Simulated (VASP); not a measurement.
Output of a VASP run:

### OSZICAR
```
...
DAV:   9    -0.371105890068E+01    0.38814E-06   -0.38605E-07  1495   0.606E-03
   3 F= 0.20124061E+01 E0= 0.20124029E+01  d E =-.172284E+00
       N       E                     dE             d eps       ncg     rms          rms(c)
DAV:   1    -0.369789177662E+01    0.13168E-01   -0.38469E-02  2888   0.193E+00    0.251E-01
DAV:   2    -0.369602121558E+01    0.18706E-02   -0.38036E-03  2889   0.585E-01    0.929E-02
DAV:   3    -0.369576264075E+01    0.25857E-03   -0.90589E-04  2907   0.294E-01    0.692E-02
DAV:   4    -0.369576521914E+01   -0.25784E-05   -0.61767E-05  2979   0.509E-02    0.115E-02
DAV:   5    -0.369576147511E+01    0.37440E-05   -0.16689E-05  3001   0.391E-02    0.592E-03
DAV:   6    -0.369576160055E+01   -0.12544E-06   -0.47658E-07  1489   0.580E-03
   4 F= 0.20122346E+01 E0= 0.20122285E+01  d E =-.172456E+00
       N       E                     dE             d eps       ncg     rms          rms(c)
DAV:   1    -0.368489293844E+01    0.10869E-01   -0.23878E-02  2883   0.153E+00    0.198E-01
DAV:   2    -0.368373214751E+01    0.11608E-02   -0.23547E-03  2873   0.461E-01    0.733E-02
DAV:   3    -0.368357161601E+01    0.16053E-03   -0.56212E-04  2907   0.232E-01    0.546E-02
DAV:   4    -0.368357441927E+01   -0.28033E-05   -0.38264E-05  2960   0.402E-02    0.895E-03
DAV:   5    -0.368357195972E+01    0.24596E-05   -0.10367E-05  2959   0.309E-02    0.463E-03
DAV:   6    -0.368357206307E+01   -0.10335E-06   -0.30197E-07  1448   0.463E-03
   5 F= 0.20122734E+01 E0= 0.20122658E+01  d E =-.172417E+00
       N       E                     dE             d eps       ncg     rms          rms(c)
DAV:   1    -0.371255729318E+01   -0.28985E-01   -0.21288E-01  2905   0.398E+00    0.434E-01
DAV:   2    -0.370692922313E+01    0.56281E-02   -0.91126E-03  2942   0.935E-01    0.201E-01
DAV:   3    -0.370545755463E+01    0.14717E-02   -0.28431E-03  3066   0.529E-01    0.118E-01
DAV:   4    -0.370533166707E+01    0.12589E-03   -0.37254E-04  3157   0.171E-01    0.109E-02
DAV:   5    -0.370533079879E+01    0.86828E-06   -0.37963E-05  3027   0.582E-02    0.100E-02
DAV:   6    -0.370533003036E+01    0.76844E-06   -0.20471E-06  2141   0.128E-02
   6 F= 0.20117982E+01 E0= 0.20119503E+01  d E =-.475200E-03
       N       E                     dE             d eps       ncg     rms          rms(c)
DAV:   1    -0.370449854234E+01    0.83226E-03   -0.32560E-04  2913   0.155E-01    0.178E-02
DAV:   2    -0.370448895038E+01    0.95920E-05   -0.14839E-05  2971   0.378E-02    0.807E-03
DAV:   3    -0.370448663993E+01    0.23104E-05   -0.46405E-06  2926   0.214E-02    0.461E-03
DAV:   4    -0.370448678405E+01   -0.14411E-06   -0.57409E-07  1448   0.690E-03
   7 F= 0.20117990E+01 E0= 0.20119445E+01  d E =-.474433E-03
       N       E                     dE             d eps       ncg     rms          rms(c)
DAV:   1    -0.369269192217E+01    0.11795E-01   -0.18003E-01  2945   0.361E+00    0.388E-01
DAV:   2    -0.368809513327E+01    0.45968E-02   -0.71141E-03  2988   0.832E-01    0.180E-01
DAV:   3    -0.368684181783E+01    0.12533E-02   -0.23935E-03  3110   0.479E-01    0.101E-01
DAV:   4    -0.368675568003E+01    0.86138E-04   -0.31538E-04  3042   0.157E-01    0.100E-02
DAV:   5    -0.368675451192E+01    0.11681E-05   -0.26635E-05  3233   0.492E-02    0.850E-03
DAV:   6    -0.368675460242E+01   -0.90495E-07   -0.10780E-06  1671   0.896E-03
   8 F= 0.20115363E+01 E0= 0.20118169E+01  d E =-.262668E-03
```

OUTCAR:
```
------------------------ aborting loop because EDIFF is reached ----------------------------------------
  FORCE on cell =-STRESS in cart. coord.  units (eV):
  Direction    XX          YY          ZZ          XY          YZ          ZX
  --------------------------------------------------------------------------------------
  Total        5.7191877      5.7191892      5.7249230      0.0000000      0.0000000      0.0000000
  in kB      200.7334415    200.7334934    200.9347404      0.0000000      0.0000000      0.0000000
  external PRESSURE =       0.8005585 kB  Pullay stress =     200.0000000 kB
  volume of cell :       45.65
      direct lattice vectors                 reciprocal lattice vectors
     1.606603021 -2.782718420  0.000000000     0.311215648 -0.179680415 -0.000000000
     1.606603021  2.782718420  0.000000000     0.311215648  0.179680415  0.000000000
     0.000000000 -0.000000000  5.105254142    -0.000000000  0.000000000  0.195876635
 POSITION                                       TOTAL-FORCE (eV/Angst)
 -----------------------------------------------------------------------------------
      1.60660      0.92757      1.27631         0.000000     -0.000000     -0.000000
      1.60660     -0.92757      3.82894        -0.000000      0.000000      0.000000
 -----------------------------------------------------------------------------------
    total drift:                                0.000001      0.000393      0.000009
  FREE ENERGIE OF THE ION-ELECTRON SYSTEM (eV)
  ---------------------------------------------------
  free  energy   TOTEN  =        -3.6867546024 eV

  energy  without entropy=       -3.6859128987  energy(sigma->0) =       -3.68647403
  enthalpy is  TOTEN    =         2.0115363107 eV   P V=        5.6982909131

 reached required accuracy - stopping structural energy minimisation
```
(Selected blocks of OUTCAR.)

### POSCAR
```
Tl
1
    1.6700180310    -2.8925562890     0.0000000000
    1.6700180310     2.8925562890     0.0000000000
    0.0000000000     0.0000000000     5.2551660774
Tl
2
Direct
  0.3333330000   0.6666670000   0.2500000000
  0.6666670000   0.3333330000   0.7500000000
```

Question: Reconstruct the remaining input files.

Answer: One answer among several that fit: the input of the run itself, PBE GGA, plane waves, VASP's PBE PAW potentials (set 64).

**INCAR**
```
# general
SYSTEM   =  Tl
PREC     =  Accurate
ENCUT    =  500
LREAL    =  .FALSE.
LASPH    =  .TRUE.

# electronic loop
EDIFF    =  1E-6
NELM     =  100
ALGO     =  Normal
LMAXMIX  =  4

# smearing
ISMEAR   =  1
SIGMA    =  0.1

# functional
GGA      =  PE

# ions
IBRION   =  2
NSW      =  40
ISIF     =  3
EDIFFG   =  -0.02
PSTRESS  =  200

# output
LWAVE    =  .FALSE.
LCHARG   =  .FALSE.
```

KPOINTS:
```
K-points
0
Gamma
 13 13 7
```

POTCAR, in this order: Tl_d (PBE.64 set). Program: vasp_std.

Energy and stress use the plane-wave basis of the starting cell.

The compound is Tl in the hcp structure. This run relaxes it under an external pressure of 20 GPa. Symmetry was kept, so distortions that lower it aren't found.
